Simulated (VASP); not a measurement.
Data:

```
CELL_PARAMETERS angstrom
      1.65716     0.95676    10.81060
     -1.65716     0.95676    10.81060
      0.00000    -1.91352    10.81060
ATOMIC_POSITIONS crystal
  Zr 0.87451 0.87451 0.87451
  Zr 0.12549 0.12549 0.12549
  Zr 0.37600 0.37600 0.37600
  Zr 0.62400 0.62400 0.62400
  C  0.25191 0.25191 0.25191
  C  0.74809 0.74809 0.74809
  C  0.50000 0.50000 0.50000
  N  0.00000 0.00000 0.00000
```

Method: PBEsol GGA, VASP's PBE PAW potentials (set 64) (plane waves; VASP 6.6.1). Settings: 400 eV cut-off, 6×6×6 Γ-centred mesh, Gaussian smearing of 0.27 eV, potentials Zr_sv C N.

At this cut-off the stress carries a Pulay error, which pulls relaxed volumes low.

Problem. Predict the energy per atom (σ→0), pressure, largest force, band gap (on the k-mesh) with the smallest direct gap where there is one.

Solution. 
| Item | Result |
|---|---|
| band gap (on the k-mesh) | none (metal, semimetal or under 0.01 eV) |
| energy per atom (σ→0) | -1006.5 kJ/mol of atoms |
| pressure | -6.96 GPa |
| largest force | 0.254 eV/Å |

The structure comes from a computed database's Zr4C3N entry; how it stands against other phases isn't given here. The cell was not relaxed at this level. The k-mesh is coarse (spacing up to 0.37 per Å, 2π included), so the numbers may not be converged in it. The electron count is odd and the run is not spin-polarised, which forces a metal.
